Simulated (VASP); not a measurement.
Here is the system:

```yaml
crystal:
  lattice:
    - [0.00000, 3.59123, 3.59123]
    - [3.59123, 0.00000, 3.59123]
    - [3.59123, 3.59123, 0.00000]
  atoms:
    - { symbol: K, position: [0.00000, 0.00000, 0.00000] }
    - { symbol: I, position: [0.50000, 0.50000, 0.50000] }
```

Level of theory: PW91 GGA, VASP's PBE PAW potentials (set 64) (plane waves; VASP). Numerical set-up: 520 eV cut-off, 7×7×7 Γ-centred mesh, tetrahedra with Blöchl corrections, potentials K_sv I.

Unless said otherwise, spin-orbit coupling is left out, though it shifts the bands of the heavy elements here.

Q: What does the run give for the energy per atom (σ→0), band gap (on the k-mesh) with the smallest direct gap where there is one?

A: 
The band gap (on the k-mesh) is 3.87 eV. The smallest direct gap (on the k-mesh) is 3.87 eV. The energy per atom (σ→0) is -2.810 eV/atom.

Only differences to runs with the same potentials and settings are physical.

The compound is KI in the rock salt structure. It was relaxed first.
